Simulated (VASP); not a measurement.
Wanted: the native input for a VASP 6.6.1 run.

```yaml
Task: relaxation of cell and atoms
Functional: vdW-DF-cx
Potentials_or_basis: VASP PAW PBE potentials, release 64 (Ge_d, C, H)
Cutoff: 600 eV
k_mesh: 9 × 9 × 3
Occupations: gaussian, width 0.05 eV
Spin: no spin polarisation
Further_INCAR_settings: ALGO = Normal; EDIFF = 1e-06; IBRION = 2; EDIFFG = -0.01; NSW = 60; ISIF = 3
```

The structure of GeH3C lies in POSCAR:

```
GeH3C
1.0
    3.9600000000      0.0000000000      0.0000000000
   -1.9800000000      3.4294605990      0.0000000000
    0.0000000000      0.0000000000      8.7000000000
Ge C H
2 2 6
Direct
    0.3333333333      0.6666666667      0.5425287356
    0.6666666667      0.3333333333      0.4574712644
    0.3333333333      0.6666666667      0.7701149425
    0.6666666667      0.3333333333      0.2298850575
    0.6336721097      0.8168360549      0.8114942529
    0.1831639451      0.8168360549      0.8114942529
    0.1831639451      0.3663278903      0.8114942529
    0.3663278903      0.1831639451      0.1885057471
    0.8168360549      0.1831639451      0.1885057471
    0.8168360549      0.6336721097      0.1885057471
```

The cell comes from a database or a generator and needn't be the stable form of this composition.

These files were run (other wordings do the same):

INCAR

```
  PREC = Accurate
  ENCUT = 600
  EDIFF = 1E-6
  ISMEAR = 0
  SIGMA = 0.05
  LREAL = False
  LASPH = True
  NELM = 100
  ALGO = Normal
  ISIF = 3
  LWAVE = False
  LCHARG = False
  GGA = CX
  LUSE_VDW = True
  AGGAC = 0.0
  IBRION = 2
  NSW = 60
  EDIFFG = -0.01
```

KPOINTS

```
Automatic mesh
0
Gamma
  9 9 3
```

Potentials or basis: VASP PAW PBE potentials, release 64 (Ge_d, C, H).

Launch:

```console
$ cat potpaw_PBE.64/Ge_d/POTCAR potpaw_PBE.64/C/POTCAR potpaw_PBE.64/H/POTCAR > POTCAR
$ mpirun -np 1 vasp_std > vasp.out
```

It gave:

```
Relaxed volume                         : 11.42 Å³/atom
Relaxed cell                           : a = 4.050 Å, b = 4.050 Å, c = 8.043 Å, α = 90.00°, β = 90.00°, γ = 120.00°
Space group after relaxing (to 0.05 Å) : P-3m1 (No. 164)
Energy gained by relaxing              : 8.8 meV/atom
Ionic steps                            : 38
Pressure after relaxing                : -0.1 GPa
Largest force after relaxing           : 0.006 eV/Å
Band gap on the k mesh                 : 0.92 eV, direct
```

Caveat: the PAW data sets were made with another functional, which shifts forces and pressure a little; an odd mesh through Γ misses points on the zone boundary, where band edges often lie.

Wall time 47 min on 1 thread of Intel(R) Xeon(R) 6975P-C (Granite Rapids), on a shared host, peak memory 0.68 GiB.
